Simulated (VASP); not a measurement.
A run of VASP 6.6.1 is set up as follows.

POSCAR

```
LaLuN2
1.0
    3.4887320000      0.0000000000      0.0000000000
   -1.7443660000      3.0213300000      0.0000000000
    0.0000000000      0.0000000000     11.8492500000
La Lu N
2 2 4
Direct
    0.3333330000      0.6666670000      0.2500000000
    0.6666670000      0.3333330000      0.7500000000
    0.0000000000      0.0000000000      0.5000000000
    0.0000000000      0.0000000000      0.0000000000
    0.3333330000      0.6666670000      0.8865930000
    0.6666670000      0.3333330000      0.1134070000
    0.6666670000      0.3333330000      0.3865930000
    0.3333330000      0.6666670000      0.6134070000
```

Contents of INCAR.step1:

```
SYSTEM = LaLuN2
PREC = Accurate
ENCUT = 520
EDIFF = 1E-8
ISMEAR = 0
SIGMA = 0.1
LREAL = .FALSE.
LASPH = .TRUE.
NELM = 100
ALGO = Normal
ISIF = 3
LWAVE = .FALSE.
LCHARG = .FALSE.
GGA = PE
KPAR = 8
IBRION = 2
NSW = 40
EDIFFG = -0.002
```

Contents of INCAR.step2:

```
SYSTEM = LaLuN2
PREC = Accurate
ENCUT = 520
EDIFF = 1E-8
ISMEAR = 0
SIGMA = 0.1
LREAL = .FALSE.
LASPH = .TRUE.
NELM = 100
ALGO = Normal
ISIF = 3
LWAVE = .FALSE.
LCHARG = .FALSE.
GGA = PE
KPAR = 8
IBRION = 6
NFREE = 2
POTIM = 0.015
NSW = 1
```

The input KPOINTS:

```
regular mesh
0
G
  7 7 4
  0 0 0
```

Potentials or basis: VASP PAW PBE potentials, release 64 (La, Lu, N).

Run with:

```console
$ cat potpaw_PBE.64/La/POTCAR potpaw_PBE.64/Lu/POTCAR potpaw_PBE.64/N/POTCAR > POTCAR
$ cp INCAR.step1 INCAR
$ mpirun -np 8 vasp_std > vasp.out
$ cp CONTCAR POSCAR
$ cp INCAR.step2 INCAR
$ mpirun -np 8 vasp_std > vasp.out
```

Q: What does it give for the Voigt bulk modulus?

A: 142 GPa.

Q: Estimate the highest phonon frequency at Γ, LO-TO splitting left out.

A: 544 cm⁻¹.

Clamped-ion elastic tensor (GPa):
```
252  87  67   0   0   0
 87 252  67   0   0   0
 67  67 341   0   0   0
  0   0   0  82   0   0
  0   0   0   0  82   0
  0   0   0   0   0  82
```

The run has no spin-orbit coupling, so splittings on La, Lu are missing.
